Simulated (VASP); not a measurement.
Consider the following.

```
CELL_PARAMETERS angstrom
      0.00000     2.30009     2.30009
      2.30009     0.00000     2.30009
      2.30009     2.30009     0.00000
ATOMIC_POSITIONS crystal
  Hf 0.00000 0.00000 0.00000
  N  0.50000 0.50000 0.50000
```

All values below come from r2SCAN meta-GGA, VASP's PBE PAW potentials (set 64) (plane waves; VASP). Run with 520 eV cut-off, 14×14×14 Γ-centred mesh, first-order Methfessel-Paxton smearing of 0.10 eV, potentials Hf_pv N.

Task: Give the stress tensor in GPa (positive for a compressed cell).

Result: 
```
-14.97    0.00    0.00
  0.00  -14.97    0.00
  0.00    0.00  -14.97
```
The pressure is its mean diagonal, -14.97 GPa.

The compound is HfN in the rock salt structure. This cell is one point of a volume scan, at 1.06 of the reference volume. The electron count is odd and the run is not spin-polarised, which forces a metal.
